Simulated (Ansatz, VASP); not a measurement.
CaMg in VASP and in Ansatz

```
Ca Mg
1.0
     3.95136    0.00000    0.00000
    -1.97568    3.42198    0.00000
     0.00000    0.00000    4.84515
Ca Mg
1 1
Direct
  0.00000 0.00000 0.50000
  0.66667 0.33333 0.00000
```

Alike in both runs: task single point; functional LDA; k mesh 18 × 18 × 10; occupations gaussian, width 0.15 eV; no spin polarisation.

|  | VASP | Ansatz |
| --- | --- | --- |
| version | VASP 6.6.1 | Ansatz 0.2.0 |
| potentials or method | VASP PAW LDA potentials, release 64 (Ca_sv, Mg) | scalar-relativistic, plane waves, PAW |
| plane-wave cutoff (eV) | 520 | 420 |
| valence electrons in the cell | 12 | 20 |

Ansatz gave:

- gap on the k mesh at the Fermi level (eV): none
- pressure (GPa): -0.8
- largest component of the traceless stress (GPa): 1.88

Q: What did VASP give for the same quantities?

A: gap on the k mesh at the Fermi level (eV): none; pressure (GPa): -0.9; largest component of the traceless stress (GPa): 1.86.

A gap of «none» marks a metal or a gap that the smearing closes. The two sets of potentials don't hold the same shells in valence.
